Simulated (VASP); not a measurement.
```
CELL_PARAMETERS angstrom
      0.00000     2.95920     2.95920
      2.95920     0.00000     2.95920
      2.95920     2.95920     0.00000
ATOMIC_POSITIONS crystal
  V  0.00000 0.00000 0.00000
  Al 0.50000 0.50000 0.50000
```
Starting moments (μB, in the order of the record's atoms V Al): 2.0 0.0.

Computed with PBEsol GGA, VASP's PBE PAW potentials (set 64) (plane waves; VASP 6.6.1). Numerical set-up: 400 eV cut-off, 10×10×10 Γ-centred mesh, first-order Methfessel-Paxton smearing of 0.10 eV, potentials V_sv Al.

Energy and stress use the plane-wave basis of the starting cell.

Task: The ions, cell shape and volume are relaxed. Give the cell that the relaxation ends in.

Result: 
```
CELL_PARAMETERS angstrom
      0.00000     2.50062     2.50062
      2.50062     0.00000     2.50062
      2.50062     2.50062     0.00000
ATOMIC_POSITIONS crystal
  V  0.00000 0.00000 0.00000
  Al 0.50000 0.50000 0.50000
```
Space group Fm-3m (225), at a tolerance of 0.03 Å. The cell ends with 0.00 μB, on the sites 0.00 0.00 μB.

Task: How do energy and volume change from the first to the last step?

Result: The energy (σ→0) changes by -1003.5 meV/atom and the volume by -39.7 %, in 16 ionic steps.

The structure was generated: VAl was put into the rock salt type (Fm-3m), which need not be its known phase. This run relaxes it. Symmetry was kept, so distortions that lower it aren't found.
